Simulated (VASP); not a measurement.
# NbZn4 (Pm-3m) in VASP: a series of runs

One crystal, NbZn4, is run at these levels: LDA; tasks: relaxation of cell and atoms.

Everything below comes from runs of VASP 6.6.1. Logs are shortened: lines on timing, memory, paths and dates and some standing lists are left out, and cuts for length are marked.

**1. Starting point**

It takes space group Pm-3m (No. 221, cubic). The conventional cell has a = 4.461 Å, b = 4.461 Å, c = 4.461 Å, α = 90.00°, β = 90.00°, γ = 90.00°. Nb (site symmetry m-3m) is surrounded by 12 Zn at 3.15 Å. Zn (site symmetry m-3m) has 6 Zn at 2.23 Å as nearest neighbours. Zn (site symmetry 4/mmm) has 2 Zn at 2.23 Å as nearest neighbours.

The cell was built by a generator and needn't be a form met in nature.

**2. Relaxation of cell and atoms, LDA, target pressure 10 GPa, at which the enthalpy is minimised**

File INCAR:

```
PREC = Accurate
ENCUT = 600
EDIFF = 1E-6
ISMEAR = -1
SIGMA = 0.05
LREAL = False
LASPH = True
NELM = 60
ALGO = Normal
ISIF = 3
LWAVE = False
LCHARG = False
IBRION = 2
NSW = 60
EDIFFG = -0.01
PSTRESS = 100
```

File KPOINTS:

```
Automatic mesh
0
Gamma
  5 5 5
```

File POSCAR:

```
NbZn4
1.0
    4.4613500000      0.0000000000      0.0000000000
    0.0000000000      4.4613500000      0.0000000000
    0.0000000000      0.0000000000      4.4613500000
Nb Zn
1 4
Direct
    0.0000000000      0.0000000000      0.0000000000
    0.5000000000      0.5000000000      0.5000000000
    0.0000000000      0.5000000000      0.5000000000
    0.5000000000      0.0000000000      0.5000000000
    0.5000000000      0.5000000000      0.0000000000
```

Potentials or basis: VASP PAW LDA potentials, release 64 (Nb_sv, Zn).

The run is started by

```bash
$ cat potpaw_LDA.64/Nb_sv/POTCAR potpaw_LDA.64/Zn/POTCAR > POTCAR
$ mpirun -np 1 vasp_std > vasp.out
```

OUTCAR:

```text
PREC = Accurate
   ENCUT = 600
   EDIFF = 1E-6
   ISMEAR = -1
   LREAL = False
   LASPH = True
   NELM = 60
   ISIF = 3
   IBRION = 2
   NSW = 60
   EDIFFG = -0.01
   PSTRESS = 100

 ion  position               nearest neighbor table
   1  0.000  0.000  0.000-
   2  0.500  0.500  0.500-   3 2.23   4 2.23   5 2.23   5 2.23   4 2.23   3 2.23
   3  0.000  0.500  0.500-   2 2.23   2 2.23
   4  0.500  0.000  0.500-   2 2.23   2 2.23
   5  0.500  0.500  0.000-   2 2.23   2 2.23

  LATTYP: Found a simple cubic cell.
 ALAT       =     4.4613500000

  Lattice vectors:

 A1 = (   4.4613500000,   0.0000000000,   0.0000000000)
 A2 = (   0.0000000000,   4.4613500000,   0.0000000000)
 A3 = (   0.0000000000,   0.0000000000,   4.4613500000)

Analysis of symmetry for initial positions (statically):
=====================================================================
 Subroutine PRICEL returns:
 Original cell was already a primitive cell.

 Routine SETGRP: Setting up the symmetry group for a
 simple cubic supercell.

 Subroutine GETGRP returns: Found 48 space group operations
 (whereof 48 operations were pure point group operations)
 out of a pool of 48 trial point group operations.

The static configuration has the point symmetry O_h .

Analysis of symmetry for dynamics (positions and initial velocities):
=====================================================================
 Subroutine PRICEL returns:
 Original cell was already a primitive cell.

 Routine SETGRP: Setting up the symmetry group for a
 simple cubic supercell.

 Subroutine GETGRP returns: Found 48 space group operations
 (whereof 48 operations were pure point group operations)
 out of a pool of 48 trial point group operations.

The dynamic configuration has the point symmetry O_h .

 Subroutine INISYM returns: Found 48 space group operations
 (whereof 48 operations are pure point group operations),
 and found     1 'primitive' translations

----------------------------------------------------------------------------------------

                                     Primitive cell

  volume of cell :      88.7971

  direct lattice vectors                    reciprocal lattice vectors
     4.461350000  0.000000000  0.000000000     0.224147399  0.000000000  0.000000000
     0.000000000  4.461350000  0.000000000     0.000000000  0.224147399  0.000000000
     0.000000000  0.000000000  4.461350000     0.000000000  0.000000000  0.224147399

  length of vectors
     4.461350000  4.461350000  4.461350000     0.224147399  0.224147399  0.224147399

  position of ions in fractional coordinates (direct lattice)
     0.000000000  0.000000000  0.000000000
     0.500000000  0.500000000  0.500000000
     0.000000000  0.500000000  0.500000000
     0.500000000  0.000000000  0.500000000
     0.500000000  0.500000000  0.000000000

  ion indices of the primitive-cell ions
   primitive index   ion index
                 1           1
                 2           2
                 3           3
                 4           4
                 5           5

----------------------------------------------------------------------------------------

 KPOINTS: Automatic mesh

Automatic generation of k-mesh.
 Grid dimensions read from file:
 generate k-points for:    5    5    5

 Generating k-lattice:

  Cartesian coordinates                     Fractional coordinates (reciprocal lattice)
     0.044829480  0.000000000  0.000000000     0.200000000  0.000000000  0.000000000
     0.000000000  0.044829480  0.000000000     0.000000000  0.200000000  0.000000000
     0.000000000  0.000000000  0.044829480     0.000000000  0.000000000  0.200000000

  Length of vectors
     0.044829480  0.044829480  0.044829480

  Shift w.r.t. Gamma in fractional coordinates (k-lattice)
     0.000000000  0.000000000  0.000000000

 Subroutine IBZKPT returns following result:
 ===========================================

 Found     10 irreducible k-points:

 Following reciprocal coordinates:
            Coordinates               Weight
  0.000000  0.000000  0.000000      1.000000
  0.200000  0.000000  0.000000      6.000000
  0.400000  0.000000  0.000000      6.000000
  0.200000  0.200000  0.000000     12.000000
  0.400000  0.200000  0.000000     24.000000
  0.400000  0.400000  0.000000     12.000000
  0.200000  0.200000  0.200000      8.000000
  0.400000  0.200000  0.200000     24.000000
  0.400000  0.400000  0.200000     24.000000
  0.400000  0.400000  0.400000      8.000000
   k-points           NKPTS =     10   k-points in BZ     NKDIM =     10   number of bands    NBANDS=     36
   number of dos      NEDOS =    301   number of ions     NIONS =      5
   total plane-waves  NPLWV =  46656
   dimension x,y,z NGX =    36 NGY =   36 NGZ =   36
   dimension x,y,z NGXF=    72 NGYF=   72 NGZF=   72
   ions per type =               1   4
   NGX,Y,Z   is equivalent  to a cutoff of  13.41, 13.41, 13.41 a.u.
   NGXF,Y,Z  is equivalent  to a cutoff of  26.83, 26.83, 26.83 a.u.
 SYSTEM =  unknown system
   PREC   = accura    normal or accurate (medium, high low for compatibility)
   ISTART =      0    job   : 0-new  1-cont  2-samecut
   ICHARG =      2    charge: 1-file 2-atom 10-const
   ISPIN  =      1    spin polarized calculation?
   LNONCOLLINEAR =      F non collinear calculations
   LSORBIT =      F    spin-orbit coupling
   LASPH  =      T    aspherical Exc in radial PAW
   ENCUT  =  600.0 eV  44.10 Ry    6.64 a.u.   8.91  8.91  8.91*2*pi/ulx,y,z
   NELM   =     60;   NELMIN=  2; NELMDL= -5     # of ELM steps
   EDIFF  = 0.1E-05   stopping-criterion for ELM
   LREAL  =      F    real-space projection
   EDIFFG = -.1E-01   stopping-criterion for IOM
   NSW    =     60    number of steps for IOM
   IBRION =      2    ionic relax: 0-MD 1-quasi-New 2-CG
   NFREE  =      1    steps in history (QN), initial steepest desc. (CG)
   ISIF   =      3    stress and relaxation
   ISYM   =      2    0-nonsym 1-usesym 2-fastsym
   POTIM  = 0.5000    time-step for ionic-motion
   TEBEG  =    0.0;   TEEND  =   0.0 temperature during run
   PSTRESS=  100.0 pullay stress
   NELECT =      61.0000    total number of electrons
   NUPDOWN=      -1.0000    fix difference up-down
   EMIN   =  10.00;   EMAX   =-10.00  energy-range for DOS
   EFERMI =   0.00;   METHOD = LEGACY
   ISMEAR =    -1;   SIGMA  =   0.05  broadening in eV -4-tet -1-fermi 0-gaus
   EFERMI_NEDOS =   21; number of points for ismear=-14 and -15
   IALGO  =     38    algorithm
   IMIX   =      4    mixing-type and parameters
     AMIX     =   0.40;   BMIX     =  1.00
     AMIX_MAG =   1.60;   BMIX_MAG =  1.00
  volume/ion in A,a.u.               =      17.76       119.85
  Fermi-wavevector in a.u.,A,eV,Ry     =   1.444503  2.729715 28.389770  2.086589
  Thomas-Fermi vector in A             =   2.562791
   LORBIT       =      0    0 simple, 1 ext, 2 COOP (PROOUT), +10 PAW based schemes
   GGA     = CA    functional components
   LHFCALC =     F    Hartree Fock is set to
   AEXX    =    0.0000 exact exchange contribution
   IVDW    =     0    specifies the selected vdW correction
   LEPSILON=     F    determine dielectric tensor
   LRPA    =     F    only Hartree local field effects (RPA)
 conjugate gradient relaxation of ions
 non-spin polarized calculation
  energy-cutoff  :      600.00
  volume of cell :       88.80
 maximum number of plane-waves:      2986
 NGX is ok and might be reduce to    36
   NGX = 17   NGY = 17   NGZ = 17

--------------------------------------- Ionic step        1  -------------------------------------------

 number of electron      61.0000035 magnetization

 Free energy of the ion-electron system (eV)
  ---------------------------------------------------
  ext. energy  EPLUGINS =         0.00000000
  ---------------------------------------------------
  free energy    TOTEN  =       -14.90978713 eV

  energy without entropy =      -14.88330028  energy(sigma->0) =      -14.89654370

 E-fermi :   4.0081     XC(G=0): -11.4002

 val. band max:        3.9447460301   @ k =   0.2000   0.2000   0.0000
 cond. band min:       4.0669266990   @ k =   0.2000   0.2000   0.0000
 fundamental gap:      0.1221806689
 Fermi energy:         4.0081383231

 k-point     1 :       0.0000    0.0000    0.0000
  band No.  band energies     occupation
      1     -51.3405      2.00000
      2     -27.5060      2.00000
      3     -27.5060      2.00000
      4     -27.5060      2.00000
      5      -6.1801      2.00000
      6      -5.7133      2.00000
[... 28 lines left out ...]
     35       6.6845      0.00000
     36       6.6845      0.00000
[... 453 lines left out ...]
 POSITION                                       TOTAL-FORCE (eV/Angst)
 -----------------------------------------------------------------------------------
      0.00000      0.00000      0.00000         0.000000      0.000000      0.000000
      2.11458      2.11458      2.11458         0.000000     -0.000000      0.000000
     -0.00000      2.11458      2.11458        -0.000000     -0.000000      0.000000
      2.11458     -0.00000      2.11458         0.000000     -0.000000      0.000000
      2.11458      2.11458     -0.00000         0.000000      0.000000      0.000000
 -----------------------------------------------------------------------------------
    total drift:                                0.000000      0.000000      0.000000

  FREE ENERGIE OF THE ION-ELECTRON SYSTEM (eV)
  ---------------------------------------------------
  free  energy   TOTEN  =       -14.9408464534 eV

  energy  without entropy=      -14.9331417006  energy(sigma->0) =      -14.93699408

  enthalpy is  TOTEN    =       -10.2196480925 eV   P V=        4.7211983608

--------------------------------------- Ionic step        4  -------------------------------------------

 number of electron      61.0000064 magnetization

 Free energy of the ion-electron system (eV)
  ---------------------------------------------------
  ext. energy  EPLUGINS =         0.00000000
  ---------------------------------------------------
  free energy    TOTEN  =       -14.92408326 eV

  energy without entropy =      -14.91658389  energy(sigma->0) =      -14.92033358

 E-fermi :   5.5274     XC(G=0): -12.2538

 val. band max:        5.3332762910   @ k =   0.4000   0.2000   0.2000
 cond. band min:       5.6508951910   @ k =   0.2000   0.2000   0.0000
 fundamental gap:      0.3176189001
 Fermi energy:         5.5274036707

 k-point     1 :       0.0000    0.0000    0.0000
  band No.  band energies     occupation
      1     -49.7382      2.00000
      2     -25.9345      2.00000
      3     -25.9345      2.00000
      4     -25.9345      2.00000
      5      -5.9089      2.00000
      6      -5.2400      2.00000
[... 28 lines left out ...]
     35       9.1177      0.00000
     36       9.1177      0.00000
[... 362 lines left out ...]
 VOLUME and BASIS-vectors are now :
 -----------------------------------------------------------------------------
  energy-cutoff  :      600.00
  volume of cell :       75.37
      direct lattice vectors                 reciprocal lattice vectors
     4.224028730 -0.000000000 -0.000000000     0.236740814  0.000000000  0.000000000
    -0.000000000  4.224028730 -0.000000000     0.000000000  0.236740814  0.000000000
    -0.000000000 -0.000000000  4.224028730     0.000000000  0.000000000  0.236740814

 POSITION                                       TOTAL-FORCE (eV/Angst)
 -----------------------------------------------------------------------------------
      0.00000      0.00000      0.00000         0.000000      0.000000      0.000000
      2.11201      2.11201      2.11201         0.000000      0.000000      0.000000
     -0.00000      2.11201      2.11201        -0.000000      0.000000      0.000000
      2.11201     -0.00000      2.11201         0.000000     -0.000000      0.000000
      2.11201      2.11201     -0.00000         0.000000      0.000000      0.000000
 -----------------------------------------------------------------------------------
    total drift:                                0.000000      0.000000      0.000000

  FREE ENERGIE OF THE ION-ELECTRON SYSTEM (eV)
  ---------------------------------------------------
  free  energy   TOTEN  =       -14.9240832554 eV

  energy  without entropy=      -14.9165838947  energy(sigma->0) =      -14.92033358

  enthalpy is  TOTEN    =       -10.2200540671 eV   P V=        4.7040291883

 reached required accuracy - stopping structural energy minimisation
```

Run time: 53 s. Hardware: 1 thread of Intel Xeon 6975P-C (Granite Rapids), shared host; peak memory 0.19 GiB.

What came out:

* Free energy: -14.9241 eV
* Relaxed volume: 15.07 Å³/atom
* Relaxed cell: a = 4.224 Å, b = 4.224 Å, c = 4.224 Å, α = 90.00°, β = 90.00°, γ = 90.00°
* Space group after relaxing (to 0.05 Å): Pm-3m (No. 221)
* Energy change on relaxing (the enthalpy is what falls): -2.9 meV/atom
* Ionic steps: 4
* Pressure after relaxing: 10.0 GPa
* Band gap on the k mesh: none (metal or under the smearing width)

Step by step:
```tsv
step	energy change (eV)	largest force (eV/Å)	pressure (GPa)	volume (Å³)
1	0.0000	0.0000	-7.54	88.80
2	1.2709	0.0000	37.35	66.08
3	-0.0311	0.0000	9.32	75.64
4	-0.0143	0.0000	10.02	75.37
```

Final structure:
```
Nb Zn
1.0
     4.22403    0.00000    0.00000
     0.00000    4.22403    0.00000
     0.00000    0.00000    4.22403
Nb Zn
1 4
Cartesian
  0.0000 0.0000 0.0000
  2.1120 2.1120 2.1120
  0.0000 2.1120 2.1120
  2.1120 0.0000 2.1120
  2.1120 2.1120 0.0000
```

Caveat: the cell is relaxed towards a set pressure, so the enthalpy falls and the energy may rise; the volume moved by over 15 % at a fixed basis, so the end points are rough.

(Part 1 of 3 ends here.)
